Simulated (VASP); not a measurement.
Calculation: PBE GGA with D3 dispersion (Becke-Johnson damping), VASP's PBE PAW potentials (set 64) (plane waves; VASP).

The input files of a VASP run:

File POSCAR:
```
CdTe
1
    0.0000000000     3.2291251725     3.2291251725
    3.2291251725     0.0000000000     3.2291251725
    3.2291251725     3.2291251725     0.0000000000
Cd Te
1 1
Direct
  0.0000000000   0.0000000000   0.0000000000
  0.2500000000   0.2500000000   0.2500000000
```

### INCAR
```
! general
SYSTEM   =  CdTe
PREC     =  Accurate
ENCUT    =  520
LREAL    =  F
LASPH    =  T

! electronic loop
EDIFF    =  1E-7
NELM     =  100
ALGO     =  Normal
LMAXMIX  =  4

! smearing
ISMEAR   =  0
SIGMA    =  0.05

! functional
GGA      =  PE
IVDW     =  12

! ions
ISIF     =  2

! output
LWAVE    =  F
LCHARG   =  F
```

**KPOINTS**
```
Automatic mesh
0
Gamma
7 7 7
0 0 0
```

POTCAR, in this order: Cd Te (PBE.64 set). Program: vasp_std.

**Question.** What will the output report for the number of irreducible k-points (NKPTS), largest plane-wave count, number of space-group operations, FFT grid (NGX, NGY, NGZ)?

**Answer.** 
* **number of irreducible k-points (NKPTS)**: 20
* **largest plane-wave count**: 1837
* **number of space-group operations**: 24
* **FFT grid (NGX, NGY, NGZ)**: 36 × 36 × 36

The compound is CdTe in the zinc blende structure. This cell is one point of a volume scan, at 0.97 of the reference volume.
